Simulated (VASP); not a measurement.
Here is the system:

```
WSe2
1.0
    3.38301     0.00000     0.00000
   -1.69150     2.92977     0.00000
    0.00000     0.00000    13.99820
W Se
2 4
Direct
  0.66667   0.33333   0.75000
  0.33333   0.66667   0.25000
  0.33333   0.66667   0.87100
  0.66667   0.33333   0.12900
  0.66667   0.33333   0.37100
  0.33333   0.66667   0.62900
```

These are PBE GGA, VASP's PBE PAW potentials (set 64) (plane waves; VASP) values and carry that method's errors. Numerical set-up: 300 eV cut-off, 9×9×2 Γ-centred mesh, Fermi-Dirac smearing of 0.010 eV, potentials W_sv Se.

At this cut-off the stress carries a Pulay error, which pulls relaxed volumes low.

Task: Which forces act on the atoms, in eV/Å?

Result: 
```tsv
atom	Fx	Fy	Fz
W1	0.000	0.000	0.000
W2	0.000	0.000	0.000
Se3	0.000	0.000	-0.578
Se4	0.000	0.000	0.578
Se5	0.000	0.000	-0.578
Se6	0.000	0.000	0.578
```

Task: Give the stress tensor in GPa (positive for a compressed cell).

Result: 
```
-5.10   0.00   0.00
 0.00  -5.10   0.00
 0.00   0.00  -4.34
```
The pressure is its mean diagonal, -4.85 GPa.

The structure comes from a computed database's WSe2 entry; how it stands against other phases isn't given here. The cell was not relaxed at this level.
